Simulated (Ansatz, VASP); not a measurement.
# AlSi23HO48 (Al-H pair in alpha-quartz): VASP beside Ansatz, part 2 of 2

Wanted: the spread between two codes on one cell, functional and k mesh. The structure shown is the start of the Ansatz relaxation below; VASP solves that cell, so the two are compared at the walk's first step.

VASP 6.6.1 and Ansatz 0.2.0.

So far: Set-up; Ansatz: relaxation, HSE06.

### Step 3. VASP: single point, HSE06, start cell

Level of this step: HSE06; plane waves and PAW (Si, O, Al, H) (VASP).

The same cell, functional, mesh and smearing now go to VASP, with its own data sets.

Lines of VASP's logs that name or quote its potential files are left out, and so is its time.

The run reads the wave functions of an earlier VASP run, which isn't shown here.

INCAR

```
SYSTEM = AlSi23HO48
PREC = Accurate
ENCUT = 520
EDIFF = 1E-06
NELM = 100
ISMEAR = -1
SIGMA = 0.01
LREAL = Auto
ALGO = Normal
LHFCALC = .TRUE.
AEXX = 0.25
GGA = PE
HFSCREEN = 0.208
LASPH = .TRUE.
NBANDS = 243
PRECFOCK = Fast
LORBIT = 11
LWAVE = .FALSE.
LCHARG = .FALSE.
ISIF = 2
```

POSCAR

```
AlSi23HO48
1.0
   10.0366768140      0.0000000000      0.0000000000
   -5.0183384070      8.6920170905      0.0000000000
    0.0000000000      0.0000000000     11.0179481093
Si O Al H
23 48 1 1
Direct
    0.2381954699      0.9989610007      0.3317874584
    0.9994779164      0.2374132469      0.1649610238
    0.2610390700      0.2632871031      0.0002227275
    0.2390277990      0.0021853385      0.8328126897
    0.9982366060      0.2373260405      0.6655008652
    0.2364111109      0.4979355143      0.3337653221
    0.0007268939      0.7373517485      0.1680003374
    0.2638768265      0.7621027353      0.0004381941
    0.2370827925      0.5007086335      0.8344393084
    0.9989764550      0.7363022798      0.6656252986
    0.2627171600      0.7607028301      0.5008720267
    0.7397391758      0.0020600512      0.3339856898
    0.5013154813      0.2402696610      0.1673929648
    0.7622814570      0.2601894332      0.9994596090
    0.7377383653      0.9980650061      0.8341931645
    0.5010910691      0.2371293083      0.6673207141
    0.7635477310      0.2629212502      0.4988252754
    0.7363913038      0.4985968107      0.3322937233
    0.5010032003      0.7376493780      0.1679996113
    0.7596133340      0.7606616429      0.9994758552
    0.7391007251      0.4986304048      0.8333092431
    0.5012078311      0.7404267540      0.6670664925
    0.7638237192      0.7637810569      0.4998662133
    0.2058202393      0.1257771342      0.3970851883
    0.3734694189      0.0811489431      0.2297257143
    0.4198512021      0.2905096681      0.0636525053
    0.1258333892      0.2058015972      0.1032329240
    0.0805878572      0.3742014041      0.2697002174
    0.2906575726      0.4201488518      0.4356093306
    0.2069337713      0.1261105436      0.8978611899
    0.3700704704      0.0784677472      0.7294437149
    0.4223509192      0.2930907721      0.5624913948
    0.1302040109      0.2084788814      0.6022258350
    0.0775183153      0.3704517566      0.7683967029
    0.2931717785      0.4190828161      0.9360676686
    0.2066355313      0.6262254139      0.3960936244
    0.3703914778      0.5795132416      0.2313218373
    0.4195634916      0.7913261017      0.0625081906
    0.1300766971      0.7089232494      0.1034443971
    0.0774083897      0.8714501963      0.2683831845
    0.2943403946      0.9205896533      0.4352341246
    0.2056804155      0.6287640651      0.8968788836
    0.3715030955      0.5807833725      0.7299181227
    0.4211929737      0.7948706184      0.5642674061
    0.1257724789      0.7058443323      0.6028615250
    0.0809467893      0.8731915643      0.7684433541
    0.2945237053      0.9223876249      0.9351575173
    0.7070463592      0.1261602443      0.3978681835
    0.8704012555      0.0769155183      0.2302386048
    0.9189318427      0.2916744150      0.0647926450
    0.6291318948      0.2062209475      0.1020415951
    0.5778033044      0.3719900647      0.2682029331
    0.7933417949      0.4214132303      0.4344469544
    0.7083128059      0.1269662713      0.8976655092
    0.8729086211      0.0778795063      0.7300570778
    0.9209092952      0.2909427091      0.5632087698
    0.6272084283      0.2084427563      0.6035948739
    0.5805766623      0.3714379489      0.7686391255
    0.7910600959      0.4207339864      0.9371696887
    0.7073316670      0.6282628006      0.3953339548
    0.8705686374      0.5783739203      0.2290196845
    0.9200622356      0.7914980986      0.0653013604
    0.6277279988      0.7090091904      0.1028782300
    0.5769566817      0.8713234133      0.2691635476
    0.7925866912      0.9213289524      0.4379208317
    0.7073983216      0.6295032491      0.8958120788
    0.8712243476      0.5773582757      0.7293413365
    0.9187106826      0.7913157474      0.5643481834
    0.6262870479      0.7060435956      0.6039880506
    0.5788121256      0.8730093281      0.7681243291
    0.7934299266      0.9228858982      0.9369731912
    0.2627383380      0.2624489778      0.4983446051
    0.1722546825      0.0461976772      0.3320290642
```

KPOINTS

```
Automatic mesh
0
Gamma
1 1 1
0 0 0
```

PAW data sets: Si, O, Al and H (PBE family, release 64).

Command:

```sh
$ export OMP_NUM_THREADS=3
$ mpirun -np 1 vasp_gam
```

Numbers of over 12 decimals in the logs are rounded to 6 here.

Output:

```text
[banner, memory and clock lines left out]
running    1 mpi-ranks, on    1 nodes
[...]
Offloading initialized ...    1 GPUs detected
[...]
LDA part: xc-table for (Slater+PW92), standard interpolation
|                                                                             |
|           W    W    AA    RRRRR   N    N  II  N    N   GGGG   !!!           |
|           W    W   A  A   R    R  NN   N  II  NN   N  G    G  !!!           |
|           W    W  A    A  R    R  N N  N  II  N N  N  G       !!!           |
|           W WW W  AAAAAA  RRRRR   N  N N  II  N  N N  G  GGG   !            |
|           WW  WW  A    A  R   R   N   NN  II  N   NN  G    G                |
|           W    W  A    A  R    R  N    N  II  N    N   GGGG   !!!           |
|                                                                             |
|     The distance between some ions is very small. Please check the          |
|     nearest-neighbor list in the OUTCAR file.                               |
|     I HOPE YOU KNOW WHAT YOU ARE DOING!                                     |
|                                                                             |

 found WAVECAR, reading the header
 POSCAR, INCAR and KPOINTS ok, starting setup
[...]
reading WAVECAR
 the WAVECAR file was read successfully
 initial charge from wavefunction
 entering main loop
       N       E                     dE             d eps       ncg     rms          rms(c)
DAV:   1    -0.689470903228E+03   -0.68947E+03   -0.11722E+01   548   0.875E+00    0.172E+01
DAV:   2    -0.689561468568E+03   -0.90565E-01   -0.50939E-01   572   0.152E+00    0.127E+01
DAV:   3    -0.689522349880E+03    0.39119E-01   -0.48109E-02   572   0.463E-01    0.796E+00
DAV:   4    -0.689514017394E+03    0.83325E-02   -0.14391E-02   572   0.236E-01    0.470E+00
[...]
DAV:  10    -0.689510140436E+03    0.67394E-05   -0.75165E-06   572   0.104E-02    0.168E-01
DAV:  11    -0.689510138780E+03    0.16557E-05   -0.22976E-06   396   0.706E-03    0.977E-02
DAV:  12    -0.689510138423E+03    0.35740E-06   -0.16058E-06   380   0.564E-03
   1 F= -.68951014E+03 E0= -.68951014E+03  d E =-.302406E-14
```

From OUTCAR (step 3):

```text
  Total        4.7680929    -16.0515526    -23.0587955    -14.1556770      1.7575453      0.5076646
  in kB        7.9477474    -26.7557048    -38.4358037    -23.5955439      2.9295835      0.8462063
  external PRESSURE =     -19.0812537 kB  Pullay stress =       0.0000000 kB

 POSITION                                       TOTAL-FORCE (eV/Angst)
 -----------------------------------------------------------------------------------
     -2.62243      8.68299      3.65562        31.333216    -14.214018      0.123252
      8.84002      2.06360      1.81753        -0.597677      0.664052      1.305315
      1.29870      2.28850      0.00245         0.708184     -1.198666     -0.425039
      2.38808      0.01899      9.17589         0.268543     -0.709899     -0.301791
      8.82800      2.06284      7.33245         2.778200     -0.580966     -0.393751
     -0.12603      4.32806      3.67741         1.458927      0.178109      1.206239
     -3.69298      6.40907      1.85102        -0.496869     -1.455326     -2.289001
     -1.17604      6.62421      0.00483        -0.851404      0.610317     -0.892856
     -0.13320      4.35217      9.19381         0.124034     -0.568933     -1.254121
      6.33139      6.39995      7.33383        -0.170299      0.628555      1.068501
     -1.18066      6.61204      5.51858        -0.226444     -0.980672     -0.228211
      7.41419      0.01791      3.67984        -0.525100     -1.384197     -0.160834
      3.82579      2.08843      1.84433         0.796100      0.007741     -1.663375
      6.34505      2.26157     11.01199        -0.602613      0.355617     -0.379711
[...]
-----------------------------------------------------------------------------------
    total drift:                                0.006952     -0.019025     -0.008208

  FREE ENERGIE OF THE ION-ELECTRON SYSTEM (eV)
  ---------------------------------------------------
  free  energy   TOTEN  =      -689.5101384231 eV

  energy  without entropy=     -689.5101384231  energy(sigma->0) =     -689.51013842

[... 3 further parts left out ...]
[key lines of the parts left out:]
E-fermi :   0.6154
```

The run ends at a pressure of -1.91 GPa, with forces up to 34 eV/Å.

### Step 4. Side by side

Known differences besides the potentials themselves: exact exchange at q = 0 is treated differently, which shows on coarse meshes; VASP keeps PBE cores, Ansatz makes them for the functional; the cutoff is 420 eV in Ansatz and 520 eV in VASP (PREC = Accurate, projectors in real space); VASP takes a coarser grid for exact exchange (PRECFOCK = Fast). Total energies have different zeros and are not compared.

Forces on 7 of the 73 atoms, those with the largest forces and the largest differences (eV/Å; atoms numbered as in POSCAR):

| atom | Ansatz x, y, z | VASP x, y, z |
| --- | --- | --- |
| Si1 | 32.218, -14.629, 0.117 | 31.333, -14.214, 0.123 |
| O24 | 1.122, -5.553, -5.083 | 1.127, -5.366, -4.884 |
| O29 | -1.561, 2.762, -2.720 | -1.591, 2.837, -2.774 |
| O32 | 3.710, -0.646, 1.972 | 3.794, -0.642, 2.010 |
| O33 | -3.761, -0.972, 2.513 | -3.827, -1.001, 2.570 |
| Al72 | -0.144, 2.880, 3.392 | -0.126, 2.851, 3.368 |
| H73 | -30.629, 14.147, 0.589 | -29.773, 13.547, 0.376 |

The forces differ by 101 meV/Å r.m.s., which is 3.0 % of the r.m.s. force of 3.380 eV/Å (both taken over all components).

### Step 5. Results

| Item | Value |
| --- | --- |
| r.m.s. force difference (single point, HSE06, start cell) | 3.0 % of the r.m.s. force |

The r.m.s. force difference is 3.0 % of the r.m.s. force (single point, HSE06, start cell), at about the 3 % picked in this series as the mark of a large difference. How closely two codes agree says nothing of how well the functional describes the real material.

[Lines on the potential files, build, host, timing and source positions are cut from VASP's logs without a mark.]

[Logs are printed without paths, hosts, clocks, repeated set-up lines and the standing remarks that a program may print on its own settings, such as how far it seeks lower states.]

[Hosts, paths, dates, database ids (printed as entryN), source tags and the programs' standing remarks are cut or masked in the printed files.]
